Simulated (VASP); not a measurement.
Set up this calculation in VASP 6.6.1, as the native input.

* Task: single point
* Functional: PBE
* Potentials or basis: VASP PAW PBE potentials, release 64 (F, Ti_sv, Cl)
* Cutoff: 520 eV
* k mesh: 1 × 1 × 1
* Occupations: gaussian, width 0.01 eV
* Spin: no spin polarisation
* Further INCAR settings: ALGO = Fast; EDIFF = 1e-06; NBANDS = 28

The structure of F3TiCl lies in POSCAR:

```
TiClF3
1.0
   12.0000000000      0.0000000000      0.0000000000
    0.0000000000     13.0000000000      0.0000000000
    0.0000000000      0.0000000000     12.0000000000
F Ti Cl
3 1 1
Direct
    0.3976650000      0.4374550000      0.6159490000
    0.6093500000      0.4104860000      0.5128060000
    0.4120480000      0.3850520000      0.3845500000
    0.4738880000      0.4545590000      0.4980160000
    0.4727540000      0.6163390000      0.4589100000
```

The cell isn't the ideal one: atoms moved at random, drawn with an rms of 0.05 Å.

These files were run (other wordings do the same):

INCAR

```
SYSTEM = TiClF3
PREC = Accurate
ENCUT = 520
EDIFF = 1E-6
ISMEAR = 0
SIGMA = 0.01
LREAL = .False.
LASPH = .True.
NELM = 80
ALGO = Fast
ISIF = 2
LWAVE = .False.
LCHARG = .False.
GGA = PE
NBANDS = 28
```

KPOINTS

```
regular mesh
0
Gamma
  1 1 1
  0 0 0
```

Potentials or basis: VASP PAW PBE potentials, release 64 (F, Ti_sv, Cl).

Command:

```console
$ cat potpaw_PBE.64/F/POTCAR potpaw_PBE.64/Ti_sv/POTCAR potpaw_PBE.64/Cl/POTCAR > POTCAR
$ mpirun -np 1 vasp_gam > vasp.out
```

Results of the run:

```yaml
Largest_force: 2.500 eV/Å
Gap_between_the_frontier_levels: 4.59 eV
```

It took 6.1 min on 1 thread of AMD EPYC 7R43 64-Core Processor (Zen 3), with other jobs on the host, peak memory 1.3 GiB.
